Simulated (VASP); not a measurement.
Write the native input for VASP 6.6.1 that does the following.

```yaml
Task: single point
Functional: PBEsol
Potentials_or_basis: VASP PAW PBE potentials, release 64 (Er, O)
Cutoff: 520 eV
k_mesh: 7 × 7 × 7
Occupations: gaussian, width 0.05 eV
Spin: collinear spin, random start
Starting_moments: "[0.7, 0.0] μB"
Hubbard_terms: Er f U = 7 eV
Further_INCAR_settings: ALGO = Normal; EDIFF = 1e-06; NBANDS = 25
```

The structure of ErO lies in POSCAR:

```
ErO
1.0
    2.7442915000      0.0000000000      0.0000000000
    0.0000000000      2.7442915000      0.0000000000
    0.0000000000      0.0000000000      2.7442915000
Er O
1 1
Direct
    0.0000000000      0.0000000000      0.0000000000
    0.5000000000      0.5000000000      0.5000000000
```

The cell comes from a database or a generator and needn't be the stable form of this composition.

The input as run:

INCAR

```
SYSTEM = ErO
ALGO     = Normal         ! electronic algorithm
EDIFF    = 1E-6           ! SCF threshold, eV
ENCUT    = 520            ! plane-wave cutoff, eV
GGA      = PS             ! functional
ISIF     = 2              ! what is computed and relaxed
ISMEAR   = 0              ! smearing method
ISPIN    = 2              ! spin polarisation
LASPH    = .TRUE.         ! aspherical terms in the spheres
LCHARG   = .FALSE.        ! write CHGCAR
LDAU     = .TRUE.         ! DFT+U
LDAUJ    = 0 0          
LDAUL    = 3 -1           ! shell
LDAUPRINT= 1            
LDAUTYPE = 2            
LDAUU    = 7 0            ! U, eV
LMAXMIX  = 6              ! l up to which the mixer works
LORBIT   = 11             ! projections on sites
LREAL    = .FALSE.        ! projectors in reciprocal space
LWAVE    = .FALSE.        ! write WAVECAR
MAGMOM   = 0.7 0          ! initial moments
NBANDS   = 25             ! bands
NELM     = 150            ! most SCF steps
PREC     = Accurate       ! precision mode
SIGMA    = 0.05           ! smearing width, eV
```

KPOINTS

```
k-points
0
G
  7 7 7
  0 0 0
```

Potentials or basis: VASP PAW PBE potentials, release 64 (Er, O).

Run with:

```console
$ cat potpaw_PBE.64/Er/POTCAR potpaw_PBE.64/O/POTCAR > POTCAR
$ mpirun -np 1 vasp_std > vasp.out
```

It gave:

```json
{
  "Pressure": "37.8 GPa",
  "Band gap on the k mesh": "none (metal or under the smearing width)",
  "Net moment": "2.37 μB per cell",
  "Site moments": "Er +2.35; O -0.01 μB",
  "Valence electrons inside the program's atomic spheres": "Er 20.13; O 5.07"
}
```

Caveat: the magnetic or orbital state may not be the lowest; a pressure of tens of GPa on the cell as given is suspect, and the run, the potentials or the cell itself is likely at fault; the PAW data sets were made with another functional, which shifts forces and pressure a little; spin-orbit coupling is left out, which moves the levels of the heavy elements.

Wall time 27 s on 1 thread of Intel(R) Xeon(R) 6975P-C (Granite Rapids) (shared host), peak memory 0.15 GiB.
